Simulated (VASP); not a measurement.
Consider the following.

```yaml
crystal:
  lattice:
    - [2.26174, -3.89364, 0.00000]
    - [2.26174, 3.89364, 0.00000]
    - [0.00000, 0.00000, 4.63893]
  atoms:
    - { symbol: Ga, position: [0.15582, 0.84418, 0.91880] }
    - { symbol: Ga, position: [0.34418, 0.65582, 0.41880] }
    - { symbol: Ga, position: [0.65582, 0.34418, 0.58120] }
    - { symbol: Ga, position: [0.84418, 0.15582, 0.08120] }
```

All values below come from HSE06 screened hybrid (exact exchange on a k-mesh reduced by 3x3x3), VASP's PBE PAW potentials (set 64) (plane waves; VASP). Numerical set-up: PREC = Normal, EDIFF = 1E-5, 400 eV cut-off, 12×12×12 Γ-centred mesh, first-order Methfessel-Paxton smearing of 0.10 eV, potentials Ga.

Exact exchange is summed on a reduced mesh (NKRED).

Q: What does the run give for the energy per atom (σ→0), band gap (on the k-mesh) with the smallest direct gap where there is one?

A: 
```json
{
  "band gap (on the k-mesh)": "none (metal, semimetal or under 0.01 eV)",
  "energy per atom (σ→0)": "-3.368 eV/atom"
}
```

Only differences to runs with the same potentials and settings are physical.

The compound is Ga in the alpha structure. It was relaxed first. The cell's shape comes from a PBE relaxation.
